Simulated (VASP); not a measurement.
Given:

```
CaF2
1.0
    0.00000     2.75807     2.75807
    2.75807     0.00000     2.75807
    2.75807     2.75807     0.00000
Ca F
1 2
Cartesian
  0.00000   0.00000   0.00000
  1.37904   1.37904   1.37904
  4.13711   4.13711   4.13711
```

Method: PBE GGA, VASP's PBE PAW potentials (set 64) (plane waves; VASP). Run with 520 eV cut-off, 6×6×6 Γ-centred mesh, Gaussian smearing of 0.050 eV, potentials Ca_sv F.

### Question
Estimate the energy per atom (σ→0), band gap (on the k-mesh) with the smallest direct gap where there is one.

### Answer

```
Quantity                                      Value
-----------------------------------  --------------
band gap (on the k-mesh)                    7.10 eV
smallest direct gap (on the k-mesh)         7.36 eV
energy per atom (σ→0)                -5.780 eV/atom
```

Only differences to runs with the same potentials and settings are physical.

The compound is CaF2 in the fluorite structure. It was relaxed first.
